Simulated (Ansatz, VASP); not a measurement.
## Cross-check of SnSe2 between VASP and Ansatz

One calculation is typed for both programs; each brings its own data sets and cutoff. How far apart do they land? Other levels of theory on this material are compared in a session of their own.

Method: plane waves, with VASP 6.6.1 beside it; band structure at PBE, spin-orbit coupling, in Ansatz 0.2.0.

### Step 1. The structure

The structure is trigonal, space group P-3m1 (No. 164). Conventional cell: a = 3.811 Å, b = 3.811 Å, c = 6.136 Å, α = 90.00°, β = 90.00°, γ = 120.00°. Nearest to Sn lie 6 Se at 2.68 Å. Nearest to Se lie 3 Sn at 2.68 Å. Farther neighbours and most contacts between anions are not listed.

### Step 2. Ansatz: band structure, PBE, spin-orbit coupling

Ansatz runs on its fully relativistic PAW (standard-fr) files.

The same path points are solved in both programs, so levels can be compared one by one.

File input.yaml:

```yaml
crystal:
  lattice:
    - [3.811, 0.0, 0.0]
    - [-1.9055, 3.3004228138, 0.0]
    - [0.0, 0.0, 6.136]
  atoms:
    - { symbol: Sn, position: [0.0, 0.0, 0.0] }
    - { symbol: Se, position: [0.3333333333, 0.6666666667, 0.249] }
    - { symbol: Se, position: [0.6666666667, 0.3333333333, 0.751] }
hamiltonian:
  xc: pbe
  pseudopotentials: { kind: paw_fr }
magnetization:
  noncollinear: true
  spin_orbit: true
kpoints:
  mp_grid: { grid: [5, 5, 3] }
  band_path:
    path:
      - [0.0, 0.0, 0.0]
      - [0.13333, 0.0, 0.0]
      - [0.3, 0.0, 0.0]
      - [0.46667, 0.0, 0.0]
      - [0.46667, 0.06667, 0.0]
      - [0.41111, 0.17778, 0.0]
      - [0.35556, 0.28889, 0.0]
      - [0.28889, 0.28889, 0.0]
      - [0.17778, 0.17778, 0.0]
      - [0.06667, 0.06667, 0.0]
      - [0.0, 0.0, 0.03333]
      - [0.0, 0.0, 0.2]
      - [0.0, 0.0, 0.36667]
      - [0.0, 0.0, 0.5]
      - [0.16667, 0.0, 0.5]
      - [0.3, 0.0, 0.5]
      - [0.46667, 0.0, 0.5]
      - [0.46667, 0.06667, 0.5]
      - [0.41111, 0.17778, 0.5]
      - [0.35556, 0.28889, 0.5]
      - [0.28889, 0.28889, 0.5]
      - [0.17778, 0.17778, 0.5]
      - [0.06667, 0.06667, 0.5]
      - [0.5, 0.0, 0.46667]
      - [0.5, 0.0, 0.33333]
      - [0.5, 0.0, 0.3]
      - [0.5, 0.0, 0.13333]
      - [0.33333, 0.33333, 0.0]
      - [0.33333, 0.33333, 0.16667]
      - [0.33333, 0.33333, 0.33333]
      - [0.33333, 0.33333, 0.5]
    npoints: 1
scf:
  occupations: { method: gaussian, width: 0.02 }
  n_extra_bands: 14
output:
  forces: true
  stress: true
  eigenvalues: true
```

Command:

```sh
ansatz run input.yaml --threads 2 --pin off --max-ram 4608MiB --backend cpu --events-out ev --progress --plain --runs-dir out
```

Numbers of over 12 decimals in the logs are rounded to 6 here.

What it wrote:

```text
scf.n_extra_bands = 14 over 46 filled bands (N_el = 46.0): the run solves 60 bands
Engine: ansatz 0.2.0, aarch64-unknown-linux-gnu
Pseudopotentials: kind: paw_fr
Pseudopotential: Sn, paw_fr, valence charge 14, recommended cutoff 420 eV (normal), Sn.paw.azcp#standard-fr
Pseudopotential: Se, paw_fr, valence charge 16, recommended cutoff 420 eV (normal), Se.paw.azcp#standard-fr
Functional definition: PBE
  parameter kappa = 0.804
  parameter beta = 0.066725
  exchange = pbe_x(kappa = kappa, mu = beta*pi^2/3)
  correlation = pbe_c(beta = beta)
non-collinear run that drives no moment, with spin-orbit: no starting moment large enough to seed its density (crystal.atoms[].spin), no starting occupations that ask for one, no magnetisation constraint and no magnetic field, so the semilocal B_xc is pinned to zero
Crystal: 3 atoms, lattice volume = 77.178 Å³
Basis set: ecut = 420 eV, 1485 PW (Γ), exchange–correlation on 54×54×90 points (8 copies of the dense FFT grid, shifted against one another)
Bands: 60, of which v1, the nominal top of the filled ones, is band 46 counted from 1 (45 counted from 0)
Symmetry: 12 space group operations + 12 with time reversal
Magnetic group: BNS 164.86 (UNI 1316), of the structure as read, at distance tolerance 4.3e-5 Å
k-points: 12 of 75
Projection manifold: j_resolved (fully-relativistic pseudo-atomic orbitals)
Non-local potential: Sn, projectors of the file, l = 0: 2, l = 1: 4, l = 2: 4, l = 3: 4
Non-local potential: Se, projectors of the file, l = 0: 2, l = 1: 4, l = 2: 6, l = 3: 2
PAW form: soft (Blöchl's): semilocal exchange-correlation on the pseudo side does not see the compensation charge
PAW one-centre angular grid: Sn, 590 points (default); XC on 64 Gauss nodes
PAW one-centre angular grid: Se, 590 points (default); XC on 96 Gauss nodes
Initial density: superposition of atomic densities (chi_scale 0.1, normalization cell, long waves kept (reshape's long-wave potential 0.09 eV rms))
Initial wavefunctions: pseudopotential atomic-orbital guess
Functional: x = pbe(κ = 0.804, μ = 0.219515), c = pbe(β = 0.066725)
SCF iter   1: F=—  HF=-16966.086448 eV  |F-HF|=—  |Δ(HF+E_count)|=         —  Δρ=3.48e-2  dr2=1.48e0  dr2_m=0.00e0 (ungated)  ethr=3.10e-3  |M|=0.00e0 ∫|m|=0.00e0 μB  |m|>n=0.0e0 m-floor=0.0e0 τ_xc=0.0e0  β_m=0.30  ⟨swp⟩=8.6  Hψ=1838  notcnv=0  defer=18
preconditioner: auto → Resta (q_TF=auto, 2.503 Å⁻¹)  ε∞=3.2  [insulator: Δε(μ)=0.635 eV  Ē_g=11.283 eV  σ=0.020 eV  W_gap=1.00  n_scr=22 (ndim 8)  ℏωp=16.9 eV  f_vac=0.045  D(μ)=0.00/eV (n_scr^D=0)  ε∞_Penn≈3.2]
spin=Noncollinear: Resta preconditioning applied to the charge; magnetization (m_x, m_y, m_z) channels mix plain (no charge-response kernel on spin).
SCF iter   2: F=—  HF=-16965.850866 eV  |F-HF|=—  |Δ(HF+E_count)|=   2.36e-1  Δρ=2.41e-2  dr2=5.58e-1  dr2_m=0.00e0 (ungated)  ethr=3.10e-3  |M|=0.00e0 ∫|m|=0.00e0 μB  |m|>n=0.0e0 m-floor=0.0e0 τ_xc=0.0e0  β_m=0.56  ⟨swp⟩=2.0  Hψ=456  notcnv=0  defer=96
SCF iter   3: F=—  HF=-16965.711848 eV  |F-HF|=—  |Δ(HF+E_count)|=   1.39e-1  Δρ=5.86e-3  dr2=1.91e-2  dr2_m=0.00e0 (ungated)  ethr=1.21e-3  |M|=0.00e0 ∫|m|=0.00e0 μB  |m|>n=0.0e0 m-floor=0.0e0 τ_xc=0.0e0  β_m=0.68  ⟨swp⟩=2.2  Hψ=419  notcnv=0  defer=96
SCF iter   4: F=—  HF=-16965.711305 eV  |F-HF|=—  |Δ(HF+E_count)|=   5.43e-4  Δρ=1.10e-3  dr2=1.12e-3  dr2_m=0.00e0 (ungated)  ethr=4.14e-5  |M|=0.00e0 ∫|m|=0.00e0 μB  |m|>n=0.0e0 m-floor=0.0e0 τ_xc=0.0e0  β_m=0.70  ⟨swp⟩=3.0  Hψ=534  notcnv=0  defer=96
SCF iter   5: F=—  HF=-16965.711967 eV  |F-HF|=—  |Δ(HF+E_count)|=   6.62e-4  Δρ=4.71e-4  dr2=1.75e-4  dr2_m=0.00e0 (ungated)  ethr=2.44e-6  |M|=0.00e0 ∫|m|=0.00e0 μB  |m|>n=0.0e0 m-floor=0.0e0 τ_xc=0.0e0  β_m=0.85  ⟨swp⟩=2.3  Hψ=606  notcnv=0  defer=96
SCF iter   6: F=—  HF=-16965.712254 eV  |F-HF|=—  |Δ(HF+E_count)|=   2.87e-4  Δρ=1.24e-4  dr2=1.30e-5  dr2_m=0.00e0 (ungated)  ethr=3.80e-7  |M|=0.00e0 ∫|m|=0.00e0 μB  |m|>n=0.0e0 m-floor=0.0e0 τ_xc=0.0e0  β_m=0.73  ⟨swp⟩=2.0  Hψ=598  notcnv=0  defer=96
SCF iter   7: F=—  HF=-16965.712254 eV  |F-HF|=—  |Δ(HF+E_count)|=   3.14e-7  Δρ=5.16e-5  dr2=1.97e-6  dr2_m=0.00e0 (ungated)  ethr=2.83e-8  |M|=0.00e0 ∫|m|=0.00e0 μB  |m|>n=0.0e0 m-floor=0.0e0 τ_xc=0.0e0  β_m=0.86  ⟨swp⟩=2.0  Hψ=628  notcnv=0  defer=96
SCF iter   8: F=—  HF=-16965.712260 eV  |F-HF|=—  |Δ(HF+E_count)|=   6.09e-6  Δρ=1.10e-5  dr2=1.45e-7  dr2_m=0.00e0 (ungated)  ethr=4.28e-9  |M|=0.00e0 ∫|m|=0.00e0 μB  |m|>n=0.0e0 m-floor=0.0e0 τ_xc=0.0e0  β_m=0.93  ⟨swp⟩=2.0  Hψ=408  notcnv=0  defer=96
SCF iter   9: F=-16965.712261 eV  HF=-16965.712261 eV  |F-HF|=2.34e-8  |Δ(HF+E_count)|=   5.10e-7  Δρ=2.65e-6  dr2=8.72e-9  dr2_m=0.00e0 (ungated)  ethr=2.17e-10  |M|=0.00e0 ∫|m|=0.00e0 μB  |m|>n=0.0e0 m-floor=0.0e0 τ_xc=0.0e0  ⟨swp⟩=11.2  Hψ=1745  notcnv=0
SCF 1 converged in 9 iterations: F = -16965.712261 eV  dr2 = 8.72e-9
  greatest PAW one-centre occupation: 0.999 electrons in one spin orbital (limit 2), on the Se atom at site 1 (counted from 0), in its partial waves of l = 2
NSCF: frozen V_eff on 31 k-points
SCF converged after 9 iterations
Magnetization: |M| = 0.0000 μB,  M = (+0.0000, +0.0000, +0.0000) μB
Absolute magnetization: 0.0000 μB (∫|m|)
  site 0: m = (+0.0000, +0.0000, +0.0000) μB, |m| = 0.0000 μB  (R = 1.10 Å)
  site 1: m = (+0.0000, +0.0000, +0.0000) μB, |m| = 0.0000 μB  (R = 1.10 Å)
  site 2: m = (+0.0000, +0.0000, +0.0000) μB, |m| = 0.0000 μB  (R = 1.10 Å)
Free energy (F): -16965.712261 eV
Harris-Foulkes:  -16965.712261 eV  (|F-HF|=2.34e-8)
Internal energy: -16965.712261 eV  (E = F + TS)
E sigma→0 (E₀):  -16965.712261 eV
Fermi energy:    8.546442 eV
--- Per-component energies (eV) ---
  E_band       = -856.839426
  E_kinetic    = 427.221787
  E_local      = -6101.878958  (includes V_loc(G=0)·N_el)
  E_nonlocal   = -1221.870553
  E_hartree    = 3128.752682
  E_xc         = -590.854936
  E_vxc        = -292.449265  (∫ρ·V_xc dr)
  E_paw        = -7966.886438  (= ΣΔE_a)
  E_vpaw       = 74.632293  (= ΣTr[D̂ρ^β])
  E_aug_tail   = -0.001223  (compensation charges beyond the density's cutoff)
  E_ewald      = -4640.194622
  E_smearing   = -0.000000  (= −TS)
  E_closure    = -0.000000  (closes the sum)
  Σ components = -16965.712261   (vs F -16965.712261, Δ=0.00e0)
--- Forces (eV/Å), atoms counted from 1 ---
  atom   1  Sn     0.00000000    -0.00000000     0.00000000
  atom   2  Se     0.00000000     0.00000000     0.74624308
  atom   3  Se    -0.00000000    -0.00000000    -0.74624308
  max |Σ_I F_I| component: 6.94e-18 eV/Å
--- Stress (GPa, compression-positive) ---
        5.315895      -0.000000      -0.000000
       -0.000000       5.315895       0.000000
       -0.000000       0.000000       6.451089
  P = ⅓ Tr σ = 5.6943 GPa (56.943 kbar)
--- Band table (eV; the first three rows and the last of 12) ---
  k-point 0: bands = [... 42 lower, 7.8585, 7.8585, 8.1701, 8.1701, 9.2268, 9.2268, 11.0318, 11.0318, ... 10 higher]
  k-point 1: bands = [... 42 lower, 7.7039, 7.7039, 7.9802, 7.9802, 10.3400, 10.3400, 11.0260, 11.0260, ... 10 higher]
  k-point 2: bands = [... 42 lower, 7.9018, 7.9018, 8.1371, 8.1371, 10.3930, 10.3930, 11.8825, 11.8825, ... 10 higher]
  k-point 11: bands = [... 42 lower, 7.1552, 7.1552, 7.6586, 7.6586, 10.0658, 10.0658, 13.0306, 13.0306, ... 10 higher]
```

Run time: 18 s. Hardware: 2 threads of Arm Neoverse V2, shared host; peak memory 0.57 GiB.

### Step 3. VASP: band structure, PBE, spin-orbit coupling

The same cell, functional, mesh and smearing now go to VASP, with its own data sets and cutoff.

Lines of VASP's logs that name or quote its potential files are left out, and so is its time.

File INCAR:

```
SYSTEM = SnSe2
PREC = Accurate
ENCUT = 400
EDIFF = 1E-06
NELM = 100
ISMEAR = 0
SIGMA = 0.02
LREAL = .FALSE.
ALGO = Normal
GGA = PE
LNONCOLLINEAR = .TRUE.
MAGMOM = 0 0 0 0 0 0 0 0 0
NBANDS = 38
GGA_COMPAT = .FALSE.
LASPH = .TRUE.
LSORBIT = .TRUE.
LORBIT = 11
LWAVE = .FALSE.
LCHARG = .FALSE.
KPAR = 4
```

File POSCAR:

```
SnSe2
1.0
    3.8110000000      0.0000000000      0.0000000000
   -1.9055000000      3.3004228138      0.0000000000
    0.0000000000      0.0000000000      6.1360000000
Sn Se
1 2
Direct
    0.0000000000      0.0000000000      0.0000000000
    0.3333333333      0.6666666667      0.2490000000
    0.6666666667      0.3333333333      0.7510000000
```

File KPOINTS:

```
Automatic mesh
0
Gamma
5 5 3
0 0 0
```

File KPOINTS_OPT:

```
Line mode
16
Line-mode
Reciprocal
  0.00000000   0.00000000   0.00000000 GAMMA
  0.50000000   0.00000000   0.00000000 M

  0.50000000   0.00000000   0.00000000 M
  0.33333333   0.33333333   0.00000000 K

  0.33333333   0.33333333   0.00000000 K
  0.00000000   0.00000000   0.00000000 GAMMA

  0.00000000   0.00000000   0.00000000 GAMMA
  0.00000000   0.00000000   0.50000000 A

  0.00000000   0.00000000   0.50000000 A
  0.50000000   0.00000000   0.50000000 L

  0.50000000   0.00000000   0.50000000 L
  0.33333333   0.33333333   0.50000000 H

  0.33333333   0.33333333   0.50000000 H
  0.00000000   0.00000000   0.50000000 A

  0.50000000   0.00000000   0.50000000 L
  0.50000000   0.00000000   0.00000000 M

  0.33333333   0.33333333   0.00000000 K
  0.33333333   0.33333333   0.50000000 H
```

PAW data sets: Sn_d and Se (PBE family, release 64).

Command:

```sh
mpirun -np 4 vasp_ncl
```

What it wrote:

```text
[banner, memory and clock lines left out]
running    4 mpi-ranks, on    1 nodes
 distrk:  each k-point on    1 cores,    4 groups
 distr:  one band on    1 cores,    1 groups

 POSCAR found type information on POSCAR SnSe
 POSCAR found :  2 types and       3 ions
 LDA part: xc-table for (Slater+PW92), standard interpolation
 POSCAR, INCAR and KPOINTS ok, starting setup
 FFT: planning ... GRIDC
 FFT: planning ... GRID_SOFT
 FFT: planning ... GRID
 WAVECAR not read
 entering main loop
       N       E                     dE             d eps       ncg     rms          rms(c)
DAV:   1     0.234967155795E+03    0.23497E+03   -0.99621E+03   940   0.135E+03
DAV:   2     0.239764903918E+02   -0.21099E+03   -0.20103E+03   920   0.398E+02
DAV:   3    -0.103648485981E+02   -0.34341E+02   -0.33401E+02  1100   0.145E+02
DAV:   4    -0.120391263405E+02   -0.16743E+01   -0.16625E+01  1084   0.349E+01
DAV:   5    -0.120801952194E+02   -0.41069E-01   -0.41049E-01  1270   0.568E+00    0.530E+00
DAV:   6    -0.118214671341E+02    0.25873E+00   -0.32963E-01  1306   0.793E+00    0.341E+00
DAV:   7    -0.118007305228E+02    0.20737E-01   -0.16904E-01  1104   0.270E+00    0.128E+00
DAV:   8    -0.118007169977E+02    0.13525E-04   -0.87197E-03  1200   0.951E-01    0.643E-01
DAV:   9    -0.118010838770E+02   -0.36688E-03   -0.16156E-03  1084   0.376E-01    0.160E-01
DAV:  10    -0.118012916754E+02   -0.20780E-03   -0.32470E-04  1146   0.206E-01    0.518E-02
DAV:  11    -0.118013202735E+02   -0.28598E-04   -0.95016E-05  1080   0.643E-02    0.183E-02
DAV:  12    -0.118013355651E+02   -0.15292E-04   -0.22664E-05   990   0.315E-02    0.732E-03
DAV:  13    -0.118013362075E+02   -0.64242E-06   -0.13124E-06  1012   0.824E-03
   1 F= -.11801336E+02 E0= -.11801336E+02  d E =-.669998E-33  mag=    -0.0000     0.0000    -0.0000
 Start KPOINTS_OPT (optional k-point list driver)
k-point batch [1-12\144]
       N       E                     dE             ncg
DAV:   1     0.811855914711E+03   -0.13312E+04      976
DAV:   2    -0.171882833491E+04   -0.25307E+04      944
DAV:   3    -0.213804505570E+04   -0.41922E+03     1094
DAV:   4    -0.215895658947E+04   -0.20912E+02     1082
DAV:   5    -0.215949474346E+04   -0.53815E+00     1264
DAV:   6    -0.215950660356E+04   -0.11860E-01     1194
DAV:   7    -0.215950729507E+04   -0.69151E-03     1344
DAV:   8    -0.215950731107E+04   -0.15996E-04     1036
DAV:   9    -0.215950731120E+04   -0.13562E-06      752
[...]
k-point batch [133-144\144]
       N       E                     dE             ncg
DAV:   1     0.519619213731E+03   -0.91254E+04      954
DAV:   2    -0.191663315122E+04   -0.24363E+04      936
DAV:   3    -0.229359712767E+04   -0.37696E+03     1070
DAV:   4    -0.231066807098E+04   -0.17071E+02     1130
DAV:   5    -0.231109312021E+04   -0.42505E+00     1304
DAV:   6    -0.231110254057E+04   -0.94204E-02     1160
DAV:   7    -0.231110304003E+04   -0.49946E-03     1392
DAV:   8    -0.231110304372E+04   -0.36947E-05     1042
DAV:   9    -0.231110304382E+04   -0.95880E-07      752
```

[end of part 1 of 2]

[Lines on the potential files, build, host, timing and source positions are cut from VASP's logs without a mark.]

[Logs are printed without paths, hosts, clocks, repeated set-up lines and the standing remarks that a program may print on its own settings, such as how far it seeks lower states.]

[Hosts, paths, dates, database ids (printed as entryN), source tags and the programs' standing remarks are cut or masked in the printed files.]
